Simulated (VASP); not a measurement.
Level of theory: PBE GGA, VASP's PBE PAW potentials (set 64) (plane waves; VASP).

A VASP calculation is set up with these files.

**POSCAR**
```
Mg37Te35
1.0
 13.8449891987   0.0000000000   0.0000000000
 -6.9224945995  11.9901129452   0.0000000000
  0.0000000000   0.0000000000  14.9542440552
Mg Te
37 35
Direct
  0.1111110000   0.2222220000   0.4979950000
  0.2222220000   0.1111110000   0.2479950000
  0.1111110000   0.2222220000   0.9979950000
  0.2222220000   0.1111110000   0.7479950000
  0.1111110000   0.5555560000   0.4979950000
  0.2222220000   0.4444440000   0.2479950000
  0.1111110000   0.5555560000   0.9979950000
  0.2222220000   0.4444440000   0.7479950000
  0.1111110000   0.8888890000   0.4979950000
  0.2222220000   0.7777780000   0.2479950000
  0.1111110000   0.8888890000   0.9979950000
  0.2222220000   0.7777780000   0.7479950000
  0.4422310000   0.2207510000   0.4964800000
  0.5555560000   0.1111110000   0.2479950000
  0.4444440000   0.2222220000   0.9979950000
  0.5555560000   0.1111110000   0.7479950000
  0.4440130000   0.5525370000   0.4978020000
  0.5538370000   0.4449710000   0.2497300000
  0.5562790000   0.4461860000   0.4370450000
  0.4444440000   0.5555560000   0.9979950000
  0.5555560000   0.4444440000   0.7479950000
  0.4444440000   0.8888890000   0.4979950000
  0.5555560000   0.7777780000   0.2479950000
  0.4444440000   0.8888890000   0.9979950000
  0.5555560000   0.7777780000   0.7479950000
  0.7777780000   0.2222220000   0.4979950000
  0.8888890000   0.1111110000   0.2479950000
  0.7777780000   0.2222220000   0.9979950000
  0.8888890000   0.1111110000   0.7479950000
  0.7827860000   0.5591500000   0.4970000000
  0.8888890000   0.4444440000   0.2479950000
  0.7777780000   0.5555560000   0.9979950000
  0.8888890000   0.4444440000   0.7479950000
  0.7777780000   0.8888890000   0.4979950000
  0.8888890000   0.7777780000   0.2479950000
  0.7777780000   0.8888890000   0.9979950000
  0.8888890000   0.7777780000   0.7479950000
  0.1111110000   0.2222220000   0.1870050000
  0.2222220000   0.1111110000   0.4370050000
  0.1111110000   0.2222220000   0.6870050000
  0.2222220000   0.1111110000   0.9370050000
  0.1111110000   0.5555560000   0.1870050000
  0.2222220000   0.4444440000   0.4370050000
  0.1111110000   0.5555560000   0.6870050000
  0.2222220000   0.4444440000   0.9370050000
  0.1111110000   0.8888890000   0.1870050000
  0.2222220000   0.7777780000   0.4370050000
  0.1111110000   0.8888890000   0.6870050000
  0.2222220000   0.7777780000   0.9370050000
  0.4444440000   0.2222220000   0.1870050000
  0.5555560000   0.1111110000   0.4370050000
  0.4444440000   0.2222220000   0.6870050000
  0.5555560000   0.1111110000   0.9370050000
  0.4444440000   0.5555560000   0.1870050000
  0.4444440000   0.5555560000   0.6870050000
  0.5555560000   0.4444440000   0.9370050000
  0.4444440000   0.8888890000   0.1870050000
  0.5555560000   0.7777780000   0.4370050000
  0.4444440000   0.8888890000   0.6870050000
  0.5555560000   0.7777780000   0.9370050000
  0.7777780000   0.2222220000   0.1870050000
  0.8888890000   0.1111110000   0.4370050000
  0.7777780000   0.2222220000   0.6870050000
  0.8888890000   0.1111110000   0.9370050000
  0.7777780000   0.5555560000   0.1870050000
  0.8888890000   0.4444440000   0.4370050000
  0.7777780000   0.5555560000   0.6870050000
  0.8888890000   0.4444440000   0.9370050000
  0.7777780000   0.8888890000   0.1870050000
  0.8888890000   0.7777780000   0.4370050000
  0.7777780000   0.8888890000   0.6870050000
  0.8888890000   0.7777780000   0.9370050000
```

**INCAR**
```
LREAL = Auto   # projection in real space or not
ISYM = 0
IBRION = 2
PREC = Normal
NELMIN = 4
ENCUT = 400
LCHARG = F
NSW = 60   # most ionic steps
NELM = 100   # most electronic steps
EDIFF = 1E-5   # SCF stop (eV)
ISMEAR = 0
SYSTEM = Mg37Te35
LMAXMIX = 4
ISIF = 2
SIGMA = 0.05   # width (eV)
GGA = PE   # PBE
LWAVE = F
LASPH = T   # aspherical one-centre terms
ALGO = Fast   # Davidson, then RMM-DIIS
EDIFFG = -0.03
```

File KPOINTS:
```
Regular mesh
0
Gamma
 1 1 1
```

POTCAR, in this order: Mg Te (PBE.64 set). Program: vasp_gam.

The supercell is sampled at Γ alone, which is coarse: total energies, pressure and levels can be off, energies of defects by several tenths of an eV.

Q: What does the run give for the energy per atom (σ→0)?

A: 
- energy per atom (σ→0) = -3.079 eV/atom

**OSZICAR**
```
...
  28 F= -.22168309E+03 E0= -.22168309E+03  d E =-.503294E-02
       N       E                     dE             d eps       ncg     rms          rms(c)
DAV:   1    -0.221684350525E+03   -0.12590E-02   -0.14118E-01   368   0.625E-01    0.232E-01
RMM:   2    -0.221684964712E+03   -0.61419E-03   -0.73774E-03   360   0.144E-01    0.457E-02
RMM:   3    -0.221685003932E+03   -0.39220E-04   -0.79105E-04   361   0.568E-02    0.527E-02
RMM:   4    -0.221685002543E+03    0.13889E-05   -0.19016E-04   360   0.269E-02    0.307E-02
RMM:   5    -0.221685006050E+03   -0.35069E-05   -0.49537E-05   302   0.139E-02
  29 F= -.22168501E+03 E0= -.22168501E+03  d E =-.191225E-02
```

The cell is a supercell with a defect, built from a database entry that may be metastable or hypothetical: Mg_Te. The run is not spin-polarised, so no state with unpaired spins was tried.
